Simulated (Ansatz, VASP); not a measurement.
**Cross-check of Al2O3 (Corundum) between VASP and Ansatz**

Wanted: the spread between two codes on one cell, functional and k mesh. The cell is taken from a series of runs on this material, whose earlier steps may have relaxed, scaled, displaced or heated it; both programs get it as it stands.

Program: Ansatz 0.2.0. Level of theory: plane waves, with VASP 6.6.1 beside it; zone-centre phonons at LDA. Results are calculated unless marked as measured.

### Step 1. Starting point

The structure is trigonal, space group R-3c (No. 167). The conventional cell has a = 4.729 Å, b = 4.729 Å, c = 12.890 Å, α = 90.00°, β = 90.00°, γ = 120.00°. Nearest to O lie 4 Al at 1.84 to 1.95 Å. Nearest to Al lie 6 O at 1.84 to 1.95 Å. Farther neighbours and most contacts between anions are not listed.

### Step 2. Ansatz: zone-centre phonons, LDA

Ansatz runs on its PAW soft_1 files.

Second derivatives magnify differences that forces hide, and they need a tight electronic threshold.

Contents of input.yaml:

```yaml
crystal:
  lattice:
    - [2.3643413928, 1.3650531396, 4.2966967113]
    - [-2.3643413928, 1.3650531396, 4.2966967113]
    - [0.0, -2.7301062792, 4.2966967113]
  atoms:
    - { symbol: O, position: [0.5558304384, 0.9441695616, 0.25] }
    - { symbol: O, position: [0.25, 0.5558304384, 0.9441695616] }
    - { symbol: O, position: [0.9441695616, 0.25, 0.5558304384] }
    - { symbol: O, position: [0.4441695616, 0.0558304384, 0.75] }
    - { symbol: O, position: [0.75, 0.4441695616, 0.0558304384] }
    - { symbol: O, position: [0.0558304384, 0.75, 0.4441695616] }
    - { symbol: Al, position: [0.3519802946, 0.3519802946, 0.3519802946] }
    - { symbol: Al, position: [0.1480197054, 0.1480197054, 0.1480197054] }
    - { symbol: Al, position: [0.6480197054, 0.6480197054, 0.6480197054] }
    - { symbol: Al, position: [0.8519802946, 0.8519802946, 0.8519802946] }
kpoints:
  mp_grid: { grid: [6, 6, 6] }
hamiltonian:
  xc: lda
  pseudopotentials: { kind: paw, azcp: { folder: soft_1 }, xc_functional: pbe }
scf:
  occupations: { method: fixed }
output:
  eigenvalues: true
phonons:
  method: dfpt
  dielectric: true
  rigid_motions: translations
```

The run is started by

```console
$ ansatz run input.yaml --threads 8 --pin off --max-ram 20480MiB --backend cpu --events-out ev --progress --plain --runs-dir out
```

Numbers of over 12 decimals in the logs are rounded to 6 here.

What it wrote:

```text
Engine: ansatz 0.2.0, aarch64-unknown-linux-gnu
Pseudopotentials: kind: paw
Pseudopotential: O, paw, valence charge 6, recommended cutoff 420 eV (normal), soft_1/O.paw.azcp
Pseudopotential: Al, paw, valence charge 3, recommended cutoff 420 eV (normal), soft_1/Al.paw.azcp
Functional definition: SPW92
  exchange = slater_x
  correlation = pw_c
Crystal: 10 atoms, lattice volume = 83.204 Å³
Basis set: ecut = 420 eV, 1593 PW (Γ), exchange–correlation on 72×72×72 points (8 copies of the dense FFT grid, shifted against one another)
Bands: 34, of which v1, the nominal top of the filled ones, is band 24 counted from 1 (23 counted from 0)
Symmetry: 12 space group operations
k-points: 112 of 216 (irreducible under 1 space group operation, time reversal used)
Non-local potential: O, projectors of the file, l = 0: 2, l = 1: 2, l = 2: 1
Non-local potential: Al, projectors of the file, l = 0: 2, l = 1: 2, l = 2: 1
PAW form: soft (Blöchl's): semilocal exchange-correlation on the pseudo side does not see the compensation charge
PAW frozen core: O, regenerated for the run's functional, and the local potential with it (the file was generated under x = pbe(κ = 0.804, μ = 0.219515), c = pbe(β = 0.066725))
PAW frozen core: Al, regenerated for the run's functional, and the local potential with it (the file was generated under x = pbe(κ = 0.804, μ = 0.219515), c = pbe(β = 0.066725))
PAW one-centre angular grid: O, 110 points (default); XC on 64 Gauss nodes
PAW one-centre angular grid: Al, 110 points (default); XC on 64 Gauss nodes
Initial density: superposition of atomic densities (chi_scale 0.1, normalization cell, long waves kept (reshape's long-wave potential 0.00 eV rms))
Initial wavefunctions: pseudopotential atomic-orbital guess
Functional: x = slater, c = lda
SCF iter   1: F=—  HF=-5403.587533 eV  |F-HF|=—  |Δ(HF+E_count)|=         —  Δρ=1.23e-1  dr2=1.16e1  ethr=3.10e-3  ⟨swp⟩=5.1  Hψ=14634  notcnv=0  defer=722
preconditioner: auto → Resta (q_TF=auto, 2.489 Å⁻¹)  ε∞=3.3  [insulator: Δε(μ)=7.516 eV  Ē_g=18.578 eV  n_scr=20 (ndim 8)  ℏωp=28.2 eV  f_vac=0.000  ε∞_Penn≈3.3]
SCF iter   2: F=—  HF=-5400.165781 eV  |F-HF|=—  |Δ(HF+E_count)|=    3.42e0  Δρ=4.13e-2  dr2=6.95e-1  ethr=3.10e-3  ⟨swp⟩=2.8  Hψ=8214  notcnv=0  defer=795
SCF iter   3: F=—  HF=-5399.953917 eV  |F-HF|=—  |Δ(HF+E_count)|=   2.12e-1  Δρ=2.03e-2  dr2=1.93e-1  ethr=1.45e-3  ⟨swp⟩=1.4  Hψ=3454  notcnv=0  defer=824
SCF iter   4: F=—  HF=-5399.891404 eV  |F-HF|=—  |Δ(HF+E_count)|=   6.25e-2  Δρ=1.31e-3  dr2=7.26e-4  ethr=4.03e-4  ⟨swp⟩=2.9  Hψ=5116  notcnv=0  defer=896
SCF iter   5: F=—  HF=-5399.891483 eV  |F-HF|=—  |Δ(HF+E_count)|=   7.94e-5  Δρ=1.32e-4  dr2=2.04e-5  ethr=1.51e-6  ⟨swp⟩=2.4  Hψ=5759  notcnv=0  defer=896
SCF iter   6: F=—  HF=-5399.891482 eV  |F-HF|=—  |Δ(HF+E_count)|=   1.17e-6  Δρ=3.34e-5  dr2=9.25e-7  ethr=4.25e-8  ⟨swp⟩=2.5  Hψ=6162  notcnv=0  defer=760
SCF iter   7: F=—  HF=-5399.891483 eV  |F-HF|=—  |Δ(HF+E_count)|=   2.60e-7  Δρ=4.18e-6  dr2=1.08e-8  ethr=1.93e-9  ⟨swp⟩=2.0  Hψ=6492  notcnv=0  defer=571
SCF iter   8: F=—  HF=-5399.891483 eV  |F-HF|=—  |Δ(HF+E_count)|=   1.33e-9  Δρ=5.79e-7  dr2=1.41e-10  ethr=2.26e-11  ⟨swp⟩=2.0  Hψ=5797  notcnv=0  defer=571
SCF iter   9: F=-5399.891483 eV  HF=-5399.891483 eV  |F-HF|=1.82e-12  |Δ(HF+E_count)|=  9.09e-12  Δρ=5.88e-8  dr2=1.96e-12  ethr=1.00e-12  ⟨swp⟩=14.8  Hψ=25642  notcnv=0
SCF 1 converged in 9 iterations: F = -5399.891483 eV  dr2 = 1.96e-12
  greatest PAW one-centre occupation: 0.852 electrons in one spin orbital (limit 2), on the O atom at site 5 (counted from 0), in its partial waves of l = 0
NSCF: frozen V_eff on 6 k-points
DFPT response loops at Γ: preconditioner auto → none (the input reference at scf.mixing.eps_inf says where Resta's filter doesn't serve); β = 0.50; Broyden in place of MSR1
SCF converged after 9 iterations
Free energy (F): -5399.891483 eV
Harris-Foulkes:  -5399.891483 eV  (|F-HF|=1.82e-12)
Internal energy: -5399.891483 eV  (E = F + TS)
E sigma→0 (E₀):  -5399.891483 eV
Fermi energy:    7.629809 eV
--- Per-component energies (eV) ---
  E_band       = 60.727464
  E_kinetic    = 1138.309100
  E_local      = -1942.576640  (includes V_loc(G=0)·N_el)
  E_nonlocal   = 367.126989
  E_hartree    = 731.806851
  E_xc         = -584.584920
  E_vxc        = -677.523528  (∫ρ·V_xc dr)
  E_paw        = -2696.666058  (= ΣΔE_a)
  E_vpaw       = -288.227011  (= ΣTr[D̂ρ^β])
  E_aug_tail   = 0.004889  (compensation charges beyond the density's cutoff)
  E_ewald      = -2414.116089
  E_core_change = 0.804395  (= ΣΔE_core)
  E_smearing   = -0.000000  (= −TS)
  E_closure    = -0.000000  (closes the sum)
  Σ components = -5399.891483   (vs F -5399.891483, Δ=0.00e0)
--- Band table (eV; the first three rows and the last of 112) ---
  k-point 0: bands = [... 20 lower, 7.1061, 7.5886, 7.5886, 7.6298, 14.0690, 16.7536, 18.4505, 19.2060, ... 6 higher]
  k-point 1: bands = [... 20 lower, 6.9092, 7.2731, 7.5458, 7.5762, 14.6835, 17.2614, 18.0215, 18.7490, ... 6 higher]
  k-point 2: bands = [... 20 lower, 6.7465, 7.0605, 7.3894, 7.4343, 15.9622, 17.4917, 17.7439, 18.2410, ... 6 higher]
  k-point 111: bands = [... 20 lower, 7.2356, 7.2356, 7.2356, 7.2356, 16.4052, 16.4052, 18.6719, 18.6719, ... 6 higher]
--- Phonons (Γ-DFPT): 5 representative perturbations + reference, on 112 of 216 k-points (Σ response iterations 15) ---
  k mesh reduced under 1 symmetry operation, with k and −k counted as one. Each operation leaves every solved perturbation unchanged. A smaller set is not considered because the run solves the response to a homogeneous field
  ASR residual: 2.276e-5 → 0.000e0 eV/Å²; symmetrization residual: 2.413e-5 eV/Å²
  ASR residual per site (eV/Å²): 2.11e-5 1.98e-5 1.98e-5 2.11e-5 1.98e-5 1.98e-5 2.28e-5 2.28e-5 2.28e-5 2.28e-5
  Γ frequencies (cm⁻¹): 0.00 0.00 0.00 310.31 373.23 373.23 388.82 388.82 395.93 418.57 434.62 434.62 438.26 438.26 445.31 445.31 526.16 576.16 576.16 576.54 576.54 587.36 602.85 631.65 631.65 643.00 690.53 749.97 750.71 750.71
  ε∞ (high-frequency dielectric tensor):
        3.246063    -0.000000    -0.000000
       -0.000000     3.246063     0.000000
        0.000000     0.000000     3.206156
  ε⁰ (static dielectric tensor: ions relaxed, cell fixed):
        9.313070     0.000000     0.000000
        0.000000     9.313070    -0.000000
        0.000000    -0.000000    11.233100
  ε⁰ − ε∞ (ionic part):
        6.067008     0.000000     0.000000
        0.000000     6.067008    -0.000000
        0.000000    -0.000000     8.026944
  softest optical mode at Γ: 310.31 cm⁻¹; the repairs (sum rule, projections) moved no ω² at Γ by more than (3.62 cm⁻¹)²
  Born effective charges Z* (e; rows j = field, columns β = displacement):
    site 0:
        -2.07581   -0.00000   -0.00000
         0.00000   -1.87549    0.26048
         0.00000    0.35164   -1.95402
    site 1:
        -1.92557    0.08674   -0.22558
         0.08674   -2.02573   -0.13024
        -0.30453   -0.17582   -1.95402
    site 2:
        -1.92557   -0.08674    0.22558
        -0.08674   -2.02573   -0.13024
         0.30453   -0.17582   -1.95402
    site 3:
        -2.07581    0.00000   -0.00000
         0.00000   -1.87549    0.26048
         0.00000    0.35164   -1.95402
    site 4:
        -1.92557    0.08674   -0.22558
         0.08674   -2.02573   -0.13024
        -0.30453   -0.17582   -1.95402
    site 5:
[...]
site 6:
[...]
site 7:
[...]
site 8:
[...]
site 9:
[...]
Z* charge neutrality: 4.327e-6 e pre-enforcement
  k-mesh period / interband length: 28.4 Å / 1.22 Å = 23.23 at k = (0.0000, 0.0000, 0.0000), direct gap 6.439 eV — 14 or more, which is no proof of convergence
  optical modes at Γ without the LO–TO term, one row a degenerate level:
      ω (cm⁻¹)  modes    IR ((D/Å)²/amu)
[...]
optical modes at Γ + LO–TO along q̂ = [1.0000, 0.0000, 0.0000]:
      ω (cm⁻¹)  modes    IR ((D/Å)²/amu)
[...]
optical modes at Γ + LO–TO along q̂ = [0.0000, 1.0000, 0.0000]:
      ω (cm⁻¹)  modes    IR ((D/Å)²/amu)
[...]
optical modes at Γ + LO–TO along q̂ = [0.0000, 0.0000, 1.0000]:
      ω (cm⁻¹)  modes    IR ((D/Å)²/amu)
[...]
576.54      2             0.0000
        602.85      1             0.0000
        631.65      2             8.9833
        643.00      1             0.0000
        690.53      1             0.0000
        749.97      1             0.0000
        750.71      2             0.0000
        871.81      1            61.3196
```

(Part 1 of 3 ends here.)

[Lines on the potential files, build, host, timing and source positions are cut from VASP's logs without a mark.]

[Logs are printed without paths, hosts, clocks, repeated set-up lines and the standing remarks that a program may print on its own settings, such as how far it seeks lower states.]

[Hosts, paths, dates, database ids (printed as entryN), source tags and the programs' standing remarks are cut or masked in the printed files.]
